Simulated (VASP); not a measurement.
Calculation: r2SCAN meta-GGA, VASP's PBE PAW potentials (set 64) (plane waves; VASP 6.6.1).

VASP ran on this input.

POSCAR:
```
W
1.0
 -1.5443969805   1.5443969805   1.5443969805
  1.5443969805  -1.5443969805   1.5443969805
  1.5443969805   1.5443969805  -1.5443969805
W
1
Direct
  0.0000000000   0.0000000000   1.0000000000
```

**KPOINTS**
```
Automatic mesh
0
Gamma
16 16 16
0 0 0
```

**INCAR**
```
SYSTEM = W
PREC = Accurate; ENCUT = 500; LREAL = .FALSE.
LASPH = .TRUE.
EDIFF = 1E-6; NELM = 100; ALGO = Normal
LMAXMIX = 6; LMIXTAU = .TRUE.
ISMEAR = 1; SIGMA = 0.1
METAGGA = R2SCAN
IBRION = 2; NSW = 40; ISIF = 3
EDIFFG = -0.02; PSTRESS = 300
LWAVE = .FALSE.; LCHARG = .FALSE.
```

POTCAR, in this order: W_sv (PBE.64 set). Program: vasp_std.

What VASP printed:

**OSZICAR**
```
       N       E                     dE             d eps       ncg     rms          rms(c)
DAV:   1     0.368115900397E+02    0.36812E+02   -0.79421E+03  3201   0.146E+03
DAV:   2    -0.539234478797E+02   -0.90735E+02   -0.87765E+02  3384   0.344E+02
DAV:   3    -0.554574568479E+02   -0.15340E+01   -0.15217E+01  3666   0.447E+01
DAV:   4    -0.554653167810E+02   -0.78599E-02   -0.78592E-02  3418   0.346E+00
DAV:   5    -0.554653780060E+02   -0.61225E-04   -0.61224E-04  3625   0.304E-01    0.258E+01
DAV:   6    -0.506538027377E+02    0.48116E+01   -0.21040E+00  3316   0.216E+01    0.614E+00
DAV:   7    -0.514508724142E+02   -0.79707E+00   -0.18546E-01  3217   0.561E+00    0.372E+00
DAV:   8    -0.508140154533E+02    0.63686E+00   -0.42130E-01  3229   0.904E+00    0.317E+00
DAV:   9    -0.512253560482E+02   -0.41134E+00   -0.81714E-02  3313   0.337E+00    0.125E+00
DAV:  10    -0.512459420364E+02   -0.20586E-01   -0.11083E-02  3223   0.135E+00    0.541E-01
DAV:  11    -0.512461129549E+02   -0.17092E-03   -0.10347E-03  3544   0.435E-01    0.116E-01
DAV:  12    -0.512461334478E+02   -0.20493E-04   -0.24776E-04  3253   0.234E-01    0.421E-02
DAV:  13    -0.512461764056E+02   -0.42958E-04   -0.30061E-05  3295   0.845E-02    0.258E-02
DAV:  14    -0.512461718671E+02    0.45386E-05   -0.16095E-06  3187   0.180E-02    0.196E-02
DAV:  15    -0.512461698808E+02    0.19863E-05   -0.13376E-05  3322   0.542E-02    0.318E-03
DAV:  16    -0.512461672190E+02    0.26618E-05   -0.50388E-07  1850   0.915E-03    0.192E-03
DAV:  17    -0.512461689596E+02   -0.17405E-05   -0.82442E-08  1604   0.379E-03    0.761E-04
DAV:  18    -0.512461687909E+02    0.16868E-06   -0.12391E-08  1607   0.158E-03
   1 F= -.48487196E+02 E0= -.48487019E+02  d E =-.484872E+02
```

File OUTCAR:
```
------------------------ aborting loop because EDIFF is reached ----------------------------------------
  FORCE on cell =-STRESS in cart. coord.  units (eV):
  Direction    XX          YY          ZZ          XY          YZ          ZX
  --------------------------------------------------------------------------------------
  Total        2.7517023      2.7517023      2.7517023      0.0000000      0.0000000      0.0000000
  in kB      299.2093776    299.2093776    299.2093776      0.0000000      0.0000000      0.0000000
  external PRESSURE =      -0.7906224 kB  Pullay stress =     300.0000000 kB
  volume of cell :       14.73
      direct lattice vectors                 reciprocal lattice vectors
    -1.544396980  1.544396980  1.544396980     0.000000000  0.323750957  0.323750957
     1.544396980 -1.544396980  1.544396980     0.323750957  0.000000000  0.323750957
     1.544396980  1.544396980 -1.544396980     0.323750957  0.323750957  0.000000000
 POSITION                                       TOTAL-FORCE (eV/Angst)
 -----------------------------------------------------------------------------------
      0.00000      0.00000      0.00000        -0.000000     -0.000000     -0.000000
 -----------------------------------------------------------------------------------
    total drift:                               -0.000000     -0.000000      0.000000
  FREE ENERGIE OF THE ION-ELECTRON SYSTEM (eV)
  ---------------------------------------------------
  free  energy   TOTEN  =       -51.2461687909 eV

  energy  without entropy=      -51.2456405853  energy(sigma->0) =      -51.24599272
  enthalpy is  TOTEN    =       -48.4871955062 eV   P V=        2.7589732847

 reached required accuracy - stopping structural energy minimisation
```
(Selected blocks of OUTCAR.)

The compound is W in the bcc structure. It was relaxed first under an external pressure of 30 GPa.
